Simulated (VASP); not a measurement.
Input:

```
BaTiO3
1.0
    3.88516     0.00000     0.00000
    0.00000     3.88516     0.00000
    0.00000     0.00000     3.99409
Ba Ti O
1 1 3
Cartesian
  0.00000   0.00000   0.01553
  1.94258   1.94258   2.07920
  1.94258   1.94258   3.87825
  0.00000   1.94258   1.93422
  1.94258   0.00000   1.93422
```

Level of theory: PBEsol GGA, VASP's PBE PAW potentials (set 64) (plane waves; VASP). Settings: 520 eV cut-off, 6×6×6 Γ-centred mesh, Gaussian smearing of 0.050 eV, potentials Ba_sv Ti_sv O.

Q: The ions and cell shape at fixed volume are relaxed. What does this cell relax into?

A: 
```
BaTiO3
1.0
    3.91832     0.00000     0.00000
    0.00000     3.91832     0.00000
    0.00000     0.00000     3.92678
Ba Ti O
1 1 3
Cartesian
  3.91832   3.91832   3.90933
  1.95916   1.95916   1.97140
  1.95916   1.95916   3.87801
  3.91832   1.95916   1.92181
  1.95916   0.00000   1.92181
```
Space group P4mm (99), at a tolerance of 0.03 Å.

Q: How much energy does the relaxation gain?

A: The energy (σ→0) changes by -7.1 meV/atom, in 12 ionic steps.

The compound is BaTiO3 in the tetragonal perovskite structure. This cell is one point of a volume scan, at 0.94 of the reference volume. Symmetry was kept, so distortions that lower it aren't found.
